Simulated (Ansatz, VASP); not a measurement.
# RbCaBr3 in two plane-wave programs, part 3 of 3

Wanted: the spread between two codes on one cell, functional and k mesh. The cell is taken from a series of runs on this material, whose earlier steps may have relaxed, scaled, displaced or heated it; both programs get it as it stands.

VASP 6.6.1 and Ansatz 0.2.0.

So far: Set-up; VASP: zone-centre phonons, LDA.

## Step 3: Ansatz: zone-centre phonons, LDA

Level of this step: Ansatz beside VASP: Kohn-Sham DFT, plane waves, LDA (Ansatz).

Ansatz runs on norm-conserving files, of PseudoDojo where its log says so.

The same cell, functional (in two slightly different forms) and mesh now go to Ansatz.

The input, input.yaml:

```yaml
crystal:
  lattice:
    - [5.50271905, 0.0, 0.0]
    - [0.0, 5.50271905, 0.0]
    - [0.0, 0.0, 5.50271905]
  atoms:
    - { symbol: Rb, position: [0.5, 0.5, 0.5] }
    - { symbol: Ca, position: [0.0, 0.0, 0.0] }
    - { symbol: Br, position: [0.5, 0.0, 0.0] }
    - { symbol: Br, position: [0.0, 0.5, 0.0] }
    - { symbol: Br, position: [0.0, 0.0, 0.5] }
kpoints:
  mp_grid: { grid: [4, 4, 4] }
hamiltonian:
  xc: lda
  pseudopotentials: { kind: nc, accuracy: standard }
scf:
  occupations: { method: fixed }
output:
  eigenvalues: true
basis:
  ecutwfc: 816.342
phonons:
  method: dfpt
  dielectric: true
  rigid_motions: translations
```

Started as:

```
$ ansatz run input.yaml --threads 4 --pin off --max-ram 8192MiB --backend cpu --events-out ev --progress --plain --runs-dir out
```

The log of the run:

```text
Warning: basis.ecutwfc = 816.342 eV is below the records' recommended 979.609905 eV, and the density's cutoff is lower with it unless basis.ecutrho_ratio is high enough to keep the records' density cutoff: compare with a run at a higher cutoff
Engine: ansatz 0.2.0, aarch64-unknown-linux-gnu
Pseudopotentials: kind: nc
Pseudopotential: Rb, nc, valence charge 9, recommended cutoff 571.439111 eV (normal), Rb.nc.azcp (PseudoDojo's, or run here from an input of PseudoDojo's; its table is named by hamiltonian.pseudopotentials.accuracy)
Pseudopotential: Ca, nc, valence charge 10, recommended cutoff 979.609905 eV (normal), Ca.nc.azcp (PseudoDojo's, or run here from an input of PseudoDojo's; its table is named by hamiltonian.pseudopotentials.accuracy)
Pseudopotential: Br, nc, valence charge 7, recommended cutoff 598.650497 eV (normal), Br.nc.azcp (PseudoDojo's, or run here from an input of PseudoDojo's; its table is named by hamiltonian.pseudopotentials.accuracy)
Functional definition: SPW92
  exchange = slater_x
  correlation = pw_c
Crystal: 5 atoms, lattice volume = 166.622 Å³
Basis set: ecut = 816.342 eV, 8829 PW (Γ), exchange–correlation on 108×108×108 points (8 copies of the dense FFT grid, shifted against one another)
Bands: 25, of which v1, the nominal top of the filled ones, is band 20 counted from 1 (19 counted from 0)
Symmetry: 48 space group operations
k-points: 30 of 64 (irreducible under 2 space group operations, time reversal used)
Non-local potential: Rb, projectors of the file, l = 0: 2, l = 1: 2, l = 2: 2
Non-local potential: Ca, projectors of the file, l = 0: 2, l = 1: 2, l = 2: 2
Non-local potential: Br, projectors of the file, l = 0: 2, l = 1: 2, l = 2: 2
Initial density: superposition of atomic densities (chi_scale 0.1, normalization cell, long waves kept (reshape's long-wave potential 0.00 eV rms))
Initial wavefunctions: pseudopotential atomic-orbital guess
Functional: x = slater, c = lda
SCF iter   1: F=—  HF=-3090.565595 eV  |F-HF|=—  |Δ(HF+E_count)|=         —  Δρ=4.48e-2  dr2=6.49e0  ethr=3.10e-3  ⟨swp⟩=9.2  Hψ=5306  notcnv=0  defer=116
preconditioner: auto → Resta (q_TF=auto, 2.151 Å⁻¹)  ε∞=3.6  [insulator: Δε(μ)=2.016 eV  Ē_g=9.696 eV  n_scr=26 (ndim 8)  ℏωp=15.8 eV  f_vac=0.000  ε∞_Penn≈3.6]
SCF iter   2: F=—  HF=-3088.406958 eV  |F-HF|=—  |Δ(HF+E_count)|=    2.16e0  Δρ=1.32e-2  dr2=6.49e-1  ethr=3.10e-3  ⟨swp⟩=5.7  Hψ=2331  notcnv=0  defer=71
SCF iter   3: F=—  HF=-3088.145704 eV  |F-HF|=—  |Δ(HF+E_count)|=   2.61e-1  Δρ=5.25e-3  dr2=7.47e-2  ethr=1.62e-3  ⟨swp⟩=5.0  Hψ=1891  notcnv=0  defer=73
SCF iter   4: F=—  HF=-3088.116321 eV  |F-HF|=—  |Δ(HF+E_count)|=   2.94e-2  Δρ=1.07e-3  dr2=1.96e-3  ethr=1.87e-4  ⟨swp⟩=5.1  Hψ=1577  notcnv=0  defer=85
SCF iter   5: F=—  HF=-3088.116437 eV  |F-HF|=—  |Δ(HF+E_count)|=   1.16e-4  Δρ=2.82e-4  dr2=2.40e-4  ethr=4.91e-6  ⟨swp⟩=4.0  Hψ=1519  notcnv=0  defer=86
SCF iter   6: F=—  HF=-3088.116431 eV  |F-HF|=—  |Δ(HF+E_count)|=   6.53e-6  Δρ=6.82e-5  dr2=9.07e-6  ethr=5.99e-7  ⟨swp⟩=3.5  Hψ=1520  notcnv=0  defer=89
SCF iter   7: F=—  HF=-3088.116437 eV  |F-HF|=—  |Δ(HF+E_count)|=   6.31e-6  Δρ=1.31e-5  dr2=3.83e-7  ethr=2.27e-8  ⟨swp⟩=3.6  Hψ=1550  notcnv=0  defer=83
SCF iter   8: F=—  HF=-3088.116574 eV  |F-HF|=—  |Δ(HF+E_count)|=   1.37e-4  Δρ=2.68e-6  dr2=1.25e-8  ethr=9.56e-10  ⟨swp⟩=2.9  Hψ=1369  notcnv=0  defer=83
SCF iter   9: F=—  HF=-3088.116574 eV  |F-HF|=—  |Δ(HF+E_count)|=  7.40e-10  Δρ=5.14e-7  dr2=2.79e-10  ethr=3.13e-11  ⟨swp⟩=2.8  Hψ=1305  notcnv=0  defer=83
SCF iter  10: F=-3088.116574 eV  HF=-3088.116574 eV  |F-HF|=4.55e-13  |Δ(HF+E_count)|=  1.23e-11  Δρ=3.47e-8  dr2=1.53e-12  ethr=1.00e-12  ⟨swp⟩=24.0  Hψ=8147  notcnv=0
SCF 1 converged in 10 iterations: F = -3088.116574 eV  dr2 = 1.53e-12
DFPT response loops at Γ: preconditioner auto → none (the input reference at scf.mixing.eps_inf says where Resta's filter doesn't serve); β = 0.50; Broyden in place of MSR1
── the response to a field inside a basis, on 4×4×4 k-points: an SCF that follows is theirs, and a resumed run solves both again ──
Bands: 21, of which v1, the nominal top of the filled ones, is band 20 counted from 1 (19 counted from 0)
k-points: 4 of 64
Initial density: handed on by an earlier stage of this run
Initial wavefunctions: pseudopotential atomic-orbital guess (no wavefunctions were taken with the density)
Eigensolver: Dense (4 Hₖ)
SCF iter   1: F=—  HF=-3088.109739 eV  |F-HF|=—  |Δ(HF+E_count)|=         —  Δρ=1.07e-4  dr2=3.06e-6  ethr=1.00e-1
preconditioner: auto → Resta (q_TF=auto, 2.151 Å⁻¹)  ε∞=3.3  [insulator: Δε(μ)=4.553 eV  Ē_g=10.439 eV  n_scr=26 (ndim 8)  ℏωp=15.8 eV  f_vac=0.026  ε∞_Penn≈3.3]
SCF iter   2: F=—  HF=-3088.109740 eV  |F-HF|=—  |Δ(HF+E_count)|=   1.07e-6  Δρ=5.36e-5  dr2=7.53e-7  ethr=7.65e-9
SCF iter   3: F=-3088.109740 eV  HF=-3088.109740 eV  |F-HF|=1.43e-9  |Δ(HF+E_count)|=   5.04e-7  Δρ=2.95e-6  dr2=8.22e-9  ethr=1.88e-9
SCF 1 converged in 3 iterations: F = -3088.109740 eV  dr2 = 8.22e-9
DFPT response loops at Γ: mixed as the last ones told, above
WARN: field response: ε∞ stands inside a basis, on 4×4×4 points; the force constants stand on the 4×4×4 k-mesh, whose period is 13.88 times the interband length at k = (0.0000, 0.0000, 0.0000), direct gap 4.195 eV, under 14: take them and everything formed from them as unconverged, and compare with a denser kpoints.mp_grid
SCF converged after 10 iterations
Free energy (F): -3088.116574 eV
Harris-Foulkes:  -3088.116574 eV  (|F-HF|=4.55e-13)
Internal energy: -3088.116574 eV  (E = F + TS)
E sigma→0 (E₀):  -3088.116574 eV
Fermi energy:    2.396145 eV
--- Per-component energies (eV) ---
  E_band       = -304.962794
  E_kinetic    = 920.644651
  E_local      = -2096.640652  (includes V_loc(G=0)·N_el)
  E_nonlocal   = 241.464187
  E_hartree    = 632.058465
  E_xc         = -814.222362
  E_vxc        = -634.547908  (∫ρ·V_xc dr)
  E_ewald      = -1971.420861
  E_smearing   = -0.000000  (= −TS)
  E_closure    = 0.000000  (closes the sum)
  Σ components = -3088.116574   (vs F -3088.116574, Δ=0.00e0)
--- Band table (eV; the first three rows and the last of 30) ---
  k-point 0: bands = [... 16 lower, 1.6994, 2.1006, 2.1006, 2.1006, 6.2954, 6.9123, 6.9123, 6.9123, ... 1 higher]
  k-point 1: bands = [... 16 lower, 1.5214, 1.5872, 1.9939, 1.9939, 7.0016, 7.0479, 7.5254, 7.5254, ... 1 higher]
  k-point 2: bands = [... 16 lower, 1.2759, 1.4828, 1.9314, 1.9314, 7.1026, 8.2199, 8.2990, 8.2990, ... 1 higher]
  k-point 29: bands = [... 16 lower, 0.7924, 2.3961, 2.3961, 2.3961, 7.6875, 8.5529, 8.5529, 8.5529, ... 1 higher]
--- Phonons (Γ-DFPT): 4 representative perturbations + reference, on 30 of 64 k-points (Σ response iterations 14) ---
  k mesh reduced under 2 symmetry operations, with k and −k counted as one. Each operation leaves every solved perturbation unchanged. A smaller set is not considered because the run solves the response to a homogeneous field
  ASR residual: 1.482e-4 → 0.000e0 eV/Å²; symmetrization residual: 1.602e-5 eV/Å²
  ASR residual per site (eV/Å²): 1.64e-5 1.48e-4 1.34e-5 1.34e-5 1.34e-5
  Γ frequencies (cm⁻¹): -18.14 -18.14 -18.14 0.00 0.00 0.00 22.17 22.17 22.17 66.10 66.10 66.10 239.21 239.21 239.21
  ε∞ (high-frequency dielectric tensor):
        3.170898     0.000000     0.000000
        0.000000     3.170898     0.000000
        0.000000     0.000000     3.170898
  softest optical mode at Γ: -18.14 cm⁻¹; the repairs (sum rule, projections) moved no ω² at Γ by more than (1.62 cm⁻¹)²
  Born effective charges Z* (e; rows j = field, columns β = displacement):
    site 0:
         1.31927   -0.00000    0.00000
         0.00000    1.31927    0.00000
         0.00000    0.00000    1.31927
    site 1:
         2.46396    0.00000   -0.00000
         0.00000    2.46396    0.00000
         0.00000    0.00000    2.46396
    site 2:
        -2.04759   -0.00000    0.00000
        -0.00000   -0.86782    0.00000
        -0.00000    0.00000   -0.86782
    site 3:
        -0.86782    0.00000    0.00000
         0.00000   -2.04759    0.00000
         0.00000    0.00000   -0.86782
    site 4:
        -0.86782    0.00000    0.00000
        -0.00000   -0.86782    0.00000
        -0.00000    0.00000   -2.04759
  Z* charge neutrality: 1.134e-2 e pre-enforcement
  solved inside a basis spanned on kpoints, on 4×4×4 k-points, its susceptibility summed on 8×8×8: ε∞ is read to err by 8.8e-3, Z* by 1.6e-2 e (field_mesh: kpoints solves on kpoints); Z* is corrected for what the basis lacks
  optical modes at Γ without the LO–TO term, one row a degenerate level:
      ω (cm⁻¹)  modes    IR ((D/Å)²/amu)
        -18.14      3             2.7097
         22.17      3             0.0000
         66.10      3             0.8574
        239.21      3            13.2631
  optical modes at Γ + LO–TO along q̂ = [1.0000, 0.0000, 0.0000]:
      ω (cm⁻¹)  modes    IR ((D/Å)²/amu)
        -18.14      2             1.8065
         22.17      3             0.0000
[...]
optical modes at Γ + LO–TO along q̂ = [0.0000, 1.0000, 0.0000]:
      ω (cm⁻¹)  modes    IR ((D/Å)²/amu)
[...]
276.19      1             4.9572
  optical modes at Γ + LO–TO along q̂ = [0.0000, 0.0000, 1.0000]:
      ω (cm⁻¹)  modes    IR ((D/Å)²/amu)
        -18.14      2             1.8065
         22.17      3             0.0000
         41.74      1             0.2421
         66.10      2             0.5716
         76.72      1             0.4108
        239.21      2             8.8420
        276.19      1             4.9572
```

## Step 4: Side by side

Known differences besides the potentials themselves: the two LDA forms differ slightly; fixed occupations in Ansatz, narrow Gaussian smearing in VASP; VASP's response is taken on the typed mesh, Ansatz refines its own for the field response alone; the cutoff is 816.342 eV in Ansatz and 500 eV in VASP; VASP's log shows a relativistic correction to its local exchange, Ansatz's none; Ansatz's log warns that its cutoff lies below the recommended one. Total energies have different zeros and are not compared.

Compared:

```tsv
quantity	Ansatz	VASP	difference
ε∞ xx	3.17	3.18	-0.29 %
ε∞ yy	3.17	3.18	-0.29 %
ε∞ zz	3.17	3.18	-0.29 %
Born charge of Rb1 (mean of the diagonal) (e)	1.32	1.32	0.00
Born charge of Ca2 (mean of the diagonal) (e)	2.46	2.46	0.00
Born charge of Br3 (mean of the diagonal) (e)	-1.26	-1.26	0.00
optical mode 1 to 3 (imaginary, printed as negative) (cm⁻¹)	-18.1	-16.8	-1.3
optical mode 4 to 6 (cm⁻¹)	22.2	23.2	-1.0
optical mode 7 to 9 (cm⁻¹)	66.1	66.6	-0.70 %
optical mode 10 to 12 (cm⁻¹)	239.2	244.7	-2.25 %
```

Modes are paired by rising frequency, not by their patterns, so a pair may set unlike modes beside each other; they are those without the splitting of longitudinal modes.

## Step 5: What came out

```yaml
r_m_s_difference_of_the_optical_zone_centre_modes_each_program_s_sorted_by_frequency_zone_centre_phonons_lda: 2.9 cm⁻¹
difference_in_optical_mode_10_to_12_zone_centre_phonons_lda: -2.3 %
```

In words: The r.m.s. difference of the optical zone-centre modes, each program's sorted by frequency is 2.9 cm⁻¹ (zone-centre phonons, LDA). Among the rows given in per cent, the largest difference of the zone-centre phonons, LDA pair is in optical mode 10 to 12, -2.3 %. Such differences can come from data sets, numerical settings and the points named under the comparisons, not from the functional's error against experiment.

[Lines on the potential files, build, host, timing and source positions are cut from VASP's logs without a mark.]

[Logs are printed without paths, hosts, clocks, repeated set-up lines and the standing remarks that a program may print on its own settings, such as how far it seeks lower states.]

[Hosts, paths, dates, database ids (printed as entryN), source tags and the programs' standing remarks are cut or masked in the printed files.]
